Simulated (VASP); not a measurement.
Calculation: LDA (Ceperley-Alder, Perdew-Zunger), VASP's LDA PAW potentials (set 64) (plane waves; VASP).

VASP ran on this input.

KPOINTS:
```
Automatic mesh
0
Gamma
5 5 3
0 0 0
```

**INCAR**
```
# general
SYSTEM  = HgPPd5
PREC    = Accurate
ENCUT   = 300
LREAL   = .FALSE.   # projection in real space or not
LASPH   = .TRUE.   # aspherical one-centre terms

# electronic loop
EDIFF   = 1E-6   # SCF stop (eV)
NELM    = 100   # most electronic steps
ALGO    = Normal   # blocked Davidson
LMAXMIX = 6

# smearing
ISMEAR  = 0   # Gaussian
SIGMA   = 0.1   # width (eV)

# ions
ISIF    = 2   # forces and stress, cell fixed

# output
LWAVE   = .FALSE.
LCHARG  = .FALSE.
```

File POSCAR:
```
HgPPd5
1.0
  4.0180250000   0.0000000000   0.0000000000
  0.0000000000   4.0180250000   0.0000000000
  0.0000000000   0.0000000000   7.1805390000
Hg P Pd
1 1 5
Cartesian
  2.0090125000   2.0090125000   0.0000000000
  0.0000000000   0.0000000000   3.5902695000
  0.0000000000   2.0090125000   2.1749134577
  0.0000000000   2.0090125000   5.0056255423
  2.0090125000   0.0000000000   2.1749134577
  2.0090125000   0.0000000000   5.0056255423
  0.0000000000   0.0000000000   0.0000000000
```

POTCAR, in this order: Hg P Pd (LDA.64 set). Program: vasp_std.

The run wrote:

**OSZICAR**
```
       N       E                     dE             d eps       ncg     rms          rms(c)
DAV:   1     0.319381007814E+03    0.31938E+03   -0.23863E+04   984   0.102E+03
DAV:   2    -0.308323273789E+02   -0.35021E+03   -0.33457E+03  1056   0.291E+02
DAV:   3    -0.430867523833E+02   -0.12254E+02   -0.12018E+02  1096   0.574E+01
DAV:   4    -0.432536862626E+02   -0.16693E+00   -0.16685E+00  1024   0.688E+00
DAV:   5    -0.432572196409E+02   -0.35334E-02   -0.35320E-02  1160   0.971E-01    0.172E+01
DAV:   6    -0.420434467828E+02    0.12138E+01   -0.53975E+00  1088   0.170E+01    0.100E+01
DAV:   7    -0.419546357743E+02    0.88811E-01   -0.11245E+00  1104   0.104E+01    0.605E+00
DAV:   8    -0.419253146245E+02    0.29321E-01   -0.85056E-01  1120   0.987E+00    0.266E+00
DAV:   9    -0.418619683351E+02    0.63346E-01   -0.33522E-01  1080   0.542E+00    0.774E-01
DAV:  10    -0.418574368870E+02    0.45314E-02   -0.18427E-02  1096   0.128E+00    0.348E-01
DAV:  11    -0.418575571982E+02   -0.12031E-03   -0.36417E-03  1072   0.408E-01    0.128E-01
DAV:  12    -0.418573247967E+02    0.23240E-03   -0.14242E-03  1104   0.321E-01    0.419E-02
DAV:  13    -0.418573204860E+02    0.43108E-05   -0.53521E-05  1072   0.631E-02    0.109E-02
DAV:  14    -0.418573197917E+02    0.69425E-06   -0.46969E-06  1088   0.130E-02
   1 F= -.41857320E+02 E0= -.41853530E+02  d E =-.758043E-02
```

File OUTCAR:
```
------------------------ aborting loop because EDIFF is reached ----------------------------------------
  FORCE on cell =-STRESS in cart. coord.  units (eV):
  Direction    XX          YY          ZZ          XY          YZ          ZX
  --------------------------------------------------------------------------------------
  Total      -11.3639042    -11.3639042    -11.4471928      0.0000000      0.0000000      0.0000000
  in kB     -157.0564697   -157.0564697   -158.2075716      0.0000000      0.0000000      0.0000000
  external PRESSURE =    -157.4401704 kB  Pullay stress =       0.0000000 kB
  volume of cell :      115.93
      direct lattice vectors                 reciprocal lattice vectors
     4.018025000  0.000000000  0.000000000     0.248878491  0.000000000  0.000000000
     0.000000000  4.018025000  0.000000000     0.000000000  0.248878491  0.000000000
     0.000000000  0.000000000  7.180539000     0.000000000  0.000000000  0.139265311
 POSITION                                       TOTAL-FORCE (eV/Angst)
 -----------------------------------------------------------------------------------
      2.00901      2.00901      0.00000        -0.000000     -0.000000      0.000000
      0.00000      0.00000      3.59027        -0.000000     -0.000000      0.000000
      0.00000      2.00901      2.17491        -0.000000     -0.000000      0.117055
      0.00000      2.00901      5.00563         0.000000     -0.000000     -0.117055
      2.00901      0.00000      2.17491        -0.000000      0.000000      0.117055
      2.00901      0.00000      5.00563        -0.000000     -0.000000     -0.117055
      0.00000      0.00000      0.00000        -0.000000     -0.000000      0.000000
 -----------------------------------------------------------------------------------
    total drift:                                0.000000     -0.000000     -0.000000
  FREE ENERGIE OF THE ION-ELECTRON SYSTEM (eV)
  ---------------------------------------------------
  free  energy   TOTEN  =       -41.8573197917 eV

  energy  without entropy=      -41.8497393648  energy(sigma->0) =      -41.85352958
```
(Selected blocks of OUTCAR.)

At this cut-off the stress carries a Pulay error, which pulls relaxed volumes low.

The structure comes from a computed database's HgPPd5 entry (P4/mmm); how it stands against other phases isn't given here. The cell was not relaxed at this level. The k-mesh is coarse (spacing up to 0.31 per Å, 2π included), so the numbers may not be converged in it. The run is one of a series of settings (GGA removed, POTCAR Hg P Pd (LDA.64 set) against the base run), some of them coarse on purpose. The electron count is odd and the run is not spin-polarised, which forces a metal.
